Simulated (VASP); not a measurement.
# Mg6NbCu (Amm2) in VASP: atomic charges with PBEsol+D3(BJ)

Aim: the atomic charges of Mg6NbCu with PBEsol+D3(BJ).

All numbers are computed with VASP 6.6.1; they aren't measurements. Logs are shortened: lines on timing, memory, paths and dates and some standing lists are left out, and cuts for length are marked.

## (1) The undisturbed crystal

It takes space group Amm2 (No. 38, orthorhombic). Conventional cell: a = 4.837 Å, b = 6.053 Å, c = 10.809 Å, α = 90.00°, β = 90.00°, γ = 90.00°. Nb (site symmetry mm2) has 2 Cu at 2.84 Å and 10 Mg at 2.99 to 3.21 Å as nearest neighbours. Cu (site symmetry mm2) is surrounded by 2 Nb at 2.84 Å and 8 Mg at 2.89 to 3.04 Å. Mg (site symmetry mm2) is surrounded by 10 Mg at 3.00 to 3.14 Å and 2 Nb at 3.03 Å. Mg (site symmetry m) is surrounded by 8 Mg at 2.94 to 3.14 Å and 2 Nb at 2.99 to 3.21 Å and 2 Cu at 3.04 Å. Around Mg (site symmetry mm2) lie 10 Mg at 3.00 to 3.12 Å and 2 Cu at 3.03 Å. Mg (site symmetry m) has 2 Cu at 2.89 to 3.30 Å and 8 Mg at 2.92 to 3.13 Å and 2 Nb at 3.00 Å as nearest neighbours.

The cell comes from a database or a generator and needn't be the stable form of this composition.

## (2) Atomic charges, PBEsol+D3(BJ) (atoms moved at random, drawn with an rms of 0.1 Å)

File INCAR:

```
PREC     = Accurate       # precision mode
ENCUT    = 520            # plane-wave cutoff, eV
EDIFF    = 1E-7           # SCF threshold, eV
ISMEAR   = 1              # smearing method
SIGMA    = 0.2            # smearing width, eV
LREAL    = F              # projectors in reciprocal space
LASPH    = T              # aspherical terms in the spheres
NELM     = 60             # most SCF steps
ALGO     = Normal         # electronic algorithm
ISIF     = 2              # what is computed and relaxed
LWAVE    = F              # write WAVECAR
LCHARG   = T              # write CHGCAR
GGA      = PS             # functional
IVDW     = 12             # dispersion correction
LORBIT   = 11             # projections on sites
LELF     = T              # ELF
LVHAR    = T
```

File KPOINTS:

```
Automatic mesh
0
Gamma
  6 5 5
```

File POSCAR:

```
Mg6NbCu
1.0
    4.8366060000      0.0000000000      0.0000000000
    0.0000000000      3.0262720000      5.4042555000
    0.0000000000     -3.0262720000      5.4042555000
Nb Cu Mg
1 1 6
Cartesian
    2.4568072204     -0.0108643165      7.2566829662
   -0.0067615752     -0.0195376120      8.7786618257
    2.4180466599     -0.0964321573      1.7657161867
    2.4899428081     -1.6007163117      4.4758692562
    2.4393277263      1.5195335390      4.4376827868
    0.0224128322     -0.0133065180      3.6516824626
   -0.0673981046     -1.4366953956      6.3578958298
   -0.1100569695      1.4418037427      6.3260755734
```

Potentials or basis: VASP PAW PBE potentials, release 64 (Nb_sv, Cu, Mg).

The run is started by

```
$ cat potpaw_PBE.64/Nb_sv/POTCAR potpaw_PBE.64/Cu/POTCAR potpaw_PBE.64/Mg/POTCAR > POTCAR
$ mpirun -np 1 vasp_std > vasp.out
```

OUTCAR:

```text
PREC = Accurate
   ENCUT = 520
   EDIFF = 1E-7
   ISMEAR = 1
   LREAL = F
   LASPH = T
   NELM = 60
   ISIF = 2
   GGA = PS
   IVDW = 12
   LORBIT = 11
 IVDW          = 12

 ion  position               nearest neighbor table
   1  0.508  0.670  0.673-   2 2.82   8 2.85   7 2.86   2 2.90   3 2.94   5 2.99   4 2.99   7 3.04
                             8 3.09   3 3.11   4 3.20   5 3.21
   2  0.999  0.809  0.815-   7 2.81   1 2.82   8 2.86   1 2.90   4 2.96   5 3.01   6 3.03   6 3.05
                             5 3.05   4 3.09
   3  0.500  0.147  0.179-   8 2.87   1 2.94   7 3.01   6 3.05   8 3.05   5 3.07   6 3.09   4 3.10
                             4 3.10   7 3.11   1 3.11   5 3.12
   4  0.515  0.150  0.679-   5 2.93   7 2.96   2 2.96   6 2.97   1 2.99   6 3.05   2 3.09   3 3.10
                             3 3.10   5 3.12   7 3.18   1 3.20
   5  0.504  0.662  0.160-   4 2.93   8 2.97   6 2.97   6 2.97   1 2.99   2 3.01   2 3.05   3 3.07
                             4 3.12   3 3.12   8 3.17   1 3.21
   6  0.005  0.336  0.340-   5 2.97   4 2.97   5 2.97   2 3.03   2 3.05   8 3.05   4 3.05   3 3.05
                             7 3.06   3 3.09   7 3.14   8 3.15
   7  0.986  0.351  0.826-   2 2.81   1 2.86   8 2.88   4 2.96   3 3.01   1 3.04   6 3.06   3 3.11
                             6 3.14   8 3.17   4 3.18
   8  0.977  0.824  0.347-   1 2.85   2 2.86   3 2.87   7 2.88   5 2.97   6 3.05   3 3.05   1 3.09
                             6 3.15   5 3.17   7 3.17

  LATTYP: Found a base centered orthorhombic cell.
 ALAT       =     6.0525440000
 B/A-ratio  =     1.7857798308
 C/A-ratio  =     0.7991029888

  Lattice vectors:

 A1 = (   0.0000000000,   3.0262720000,  -5.4042555000)
 A2 = (   0.0000000000,   3.0262720000,   5.4042555000)
 A3 = (   4.8366060000,   0.0000000000,   0.0000000000)

Analysis of symmetry for initial positions (statically):
=====================================================================
 Subroutine PRICEL returns:
 Original cell was already a primitive cell.

 Routine SETGRP: Setting up the symmetry group for a
 base centered orthorhombic supercell.

 Subroutine GETGRP returns: Found  1 space group operations
 (whereof  1 operations were pure point group operations)
 out of a pool of  8 trial point group operations.

The static configuration has the point symmetry C_1 .

Analysis of symmetry for dynamics (positions and initial velocities):
=====================================================================
 Subroutine PRICEL returns:
 Original cell was already a primitive cell.

 Routine SETGRP: Setting up the symmetry group for a
 base centered orthorhombic supercell.

[... 139 lines left out ...]
  Thomas-Fermi vector in A             =   2.131765
   LORBIT       =     11    0 simple, 1 ext, 2 COOP (PROOUT), +10 PAW based schemes
   GGA     = PS    functional components
   LHFCALC =     F    Hartree Fock is set to
   AEXX    =    0.0000 exact exchange contribution
   IVDW    =    12    specifies the selected vdW correction
   LEPSILON=     F    determine dielectric tensor
   LRPA    =     F    only Hartree local field effects (RPA)
 non-spin polarized calculation
 Methfessel and Paxton  Order N= 1 SIGMA  =   0.20
  energy-cutoff  :      520.00
  volume of cell :      158.20
 maximum number of plane-waves:      4284
   NGX = 17   NGY = 23   NGZ = 23

 number of electron      35.9999994 magnetization

 Free energy of the ion-electron system (eV)
  ---------------------------------------------------
  ext. energy  EPLUGINS =         0.00000000
  ---------------------------------------------------
  free energy    TOTEN  =       -23.87365727 eV

  energy without entropy =      -23.85837836  energy(sigma->0) =      -23.86856430

 E-fermi :   3.9303     XC(G=0):  -9.5492

 val. band max:        3.9205949567   @ k =   0.5000   0.4000   0.4000
 cond. band min:       3.9331731579   @ k =   0.5000   0.4000   0.2000
 fundamental gap:      0.0125782011
 Fermi energy:         3.9302777755

 k-point     1 :       0.0000    0.0000    0.0000
  band No.  band energies     occupation
      1     -50.7007      2.00000
      2     -26.8668      2.00000
      3     -26.7444      2.00000
      4     -26.7420      2.00000
      5      -3.1195      2.00000
      6       0.6909      2.00000
[... 613 lines left out ...]
     22       5.2622     -0.00000
     23       6.5643     -0.00000

 [... further k-points ...]

------------------------ aborting loop because EDIFF is reached ----------------------------------------

 Edisp (eV)   -2.75351

 E8    (eV) :    -1.8474

  FORCE on cell =-STRESS in cart. coord.  units (eV):
  Direction    XX          YY          ZZ          XY          YZ          ZX
  --------------------------------------------------------------------------------------
  -------------------------------------------------------------------------------------
  Total      -4.01544    -2.86920    -4.38926     0.12394     0.26535    -0.32220
  in kB     -40.66583   -29.05743   -44.45161     1.25515     2.68731    -3.26298
  external pressure =      -38.06 kB  Pullay stress =        0.00 kB

 VOLUME and BASIS-vectors are now :
 -----------------------------------------------------------------------------
  energy-cutoff  :      520.00
  volume of cell :      158.20
      direct lattice vectors                 reciprocal lattice vectors
     4.836606000  0.000000000  0.000000000     0.206756556  0.000000000  0.000000000
     0.000000000  3.026272000  5.404255500     0.000000000  0.165219782  0.092519682
     0.000000000 -3.026272000  5.404255500     0.000000000 -0.165219782  0.092519682

 POSITION                                       TOTAL-FORCE (eV/Angst)
 -----------------------------------------------------------------------------------
      2.45681     -0.01086      7.25668        -0.590558     -0.199029      0.284423
      4.82984     -0.01954      8.77866         0.033873      0.002885     -0.208415
      2.41805     -0.09643      1.76572        -0.255427      0.366218      0.026926
      2.48994     -1.60072      4.47587        -0.300424     -0.086147      0.123002
      2.43933      1.51953      4.43768        -0.185035      0.130216      0.153244
      0.02241     -0.01331      3.65168         0.080884     -0.064648     -0.334230
      4.76921     -1.43670      6.35790         0.527472     -0.305094     -0.008619
      4.72655      1.44180      6.32608         0.689215      0.155598     -0.036331
 -----------------------------------------------------------------------------------
    total drift:                               -0.000296      0.001106     -0.000313

  FREE ENERGIE OF THE ION-ELECTRON SYSTEM (eV)
  ---------------------------------------------------
  free  energy   TOTEN  =       -26.6271660434 eV

  energy  without entropy=      -26.6118871332  energy(sigma->0) =      -26.62207307

 total charge

# of ion       s       p       d       tot
------------------------------------------
    1        2.170   5.952   2.454  10.575
    2        0.461   0.276   9.125   9.862
    3        0.220   0.164   0.016   0.399
    4        0.210   0.150   0.016   0.375
    5        0.210   0.151   0.016   0.377
    6        0.208   0.129   0.016   0.353
    7        0.222   0.151   0.018   0.391
    8        0.222   0.152   0.019   0.393
--------------------------------------------------
tot          3.923   7.124  11.679  22.726
```

OSZICAR:

```text
N       E                     dE             d eps       ncg     rms          rms(c)
DAV:   1     0.251516195968E+03    0.25152E+03   -0.14917E+04  3520   0.142E+03
DAV:   2     0.117565982243E+00   -0.25140E+03   -0.24419E+03  3517   0.369E+02
DAV:   3    -0.242057501237E+02   -0.24323E+02   -0.23556E+02  6568   0.111E+02
DAV:   4    -0.262804577218E+02   -0.20747E+01   -0.20123E+01  5117   0.244E+01
DAV:   5    -0.264314844843E+02   -0.15103E+00   -0.15068E+00  6274   0.769E+00    0.166E+01
DAV:   6    -0.314882246836E+02   -0.50567E+01   -0.11358E+02  4117   0.283E+02    0.149E+01
DAV:   7    -0.247987182414E+02    0.66895E+01   -0.25109E+01  4252   0.578E+01    0.562E+00
DAV:   8    -0.238862170381E+02    0.91250E+00   -0.53361E+00  5176   0.449E+01    0.152E+00
DAV:   9    -0.239359150904E+02   -0.49698E-01   -0.73003E-01  5696   0.705E+00    0.209E+00
DAV:  10    -0.238899410842E+02    0.45974E-01   -0.68424E-01  5322   0.213E+01    0.108E+00
DAV:  11    -0.238736858580E+02    0.16255E-01   -0.10763E-01  5202   0.786E+00    0.148E-01
DAV:  12    -0.238736509612E+02    0.34897E-04   -0.88545E-03  5649   0.662E-01    0.374E-02
DAV:  13    -0.238736638461E+02   -0.12885E-04   -0.50292E-04  6035   0.251E-01    0.242E-02
DAV:  14    -0.238736582430E+02    0.56031E-05   -0.47129E-05  6137   0.649E-02    0.930E-03
DAV:  15    -0.238736573340E+02    0.90896E-06   -0.11660E-05  5601   0.746E-02    0.323E-03
DAV:  16    -0.238736572739E+02    0.60130E-07   -0.17069E-06  5650   0.208E-02    0.116E-03
DAV:  17    -0.238736572712E+02    0.27576E-08   -0.74430E-08  2945   0.218E-03
   1 F= -.26627166E+02 E0= -.26622073E+02  d E =-.152789E-01
```

stdout:

```text
POSCAR found type information on POSCAR NbCuMg
 POSCAR found :  3 types and       8 ions
 scaLAPACK will be used
 -----------------------------------------------------------------------------
|                                                                             |
|                                                                             |
|     You enforced a specific xc type in the INCAR file but a different       |
|     I HOPE YOU KNOW WHAT YOU ARE DOING!                                     |
|                                                                             |
 -----------------------------------------------------------------------------

 LDA part: xc-table for (Slater+PW92), standard interpolation
 POSCAR, INCAR and KPOINTS ok, starting setup
 FFT: planning ... GRIDC
 FFT: planning ... GRID_SOFT
 FFT: planning ... GRID
 WAVECAR not read
 entering main loop
```

It took 6.1 min on 1 thread of Intel Xeon Platinum 8488C (Sapphire Rapids), shared host; peak memory 0.5 GiB.

Results:

* Free energy: -26.6272 eV
* Pressure: -3.8 GPa
* Largest force: 0.707 eV/Å
* Band gap on the k mesh: none (metal or under the smearing width)
* Valence electrons inside the program's atomic spheres: Nb 10.57; Cu 9.86; Mg 0.40, 0.38, 0.35, 0.39
* Dispersion energy per atom: -0.344 eV

Forces in eV/Å, atoms in the order of the input:
```
Nb  -0.591 -0.199  0.284
Cu   0.034  0.003 -0.208
Mg  -0.255  0.366  0.027
Mg  -0.300 -0.086  0.123
Mg  -0.185  0.130  0.153
Mg   0.081 -0.065 -0.334
Mg   0.527 -0.305 -0.009
Mg   0.689  0.156 -0.036
```

Levels at points of the mesh, in eV from the Fermi level:
| k point | band 16 | band 17 | band 18 | band 19 | band 20 | band 21 |
| --- | --- | --- | --- | --- | --- | --- |
| (0.00, 0.00, 0.00) | -1.20 | -0.93 | -0.20 | -0.10 | -0.07 | 1.24 |
| (0.50, 0.00, 0.00) | -0.87 | -0.83 | -0.41 | -0.15 | -0.02 | 0.33 |

Caveat: the PAW data sets were made with another functional, which shifts forces and pressure a little; pairwise dispersion overbinds metals, which lowers pressure and volume.
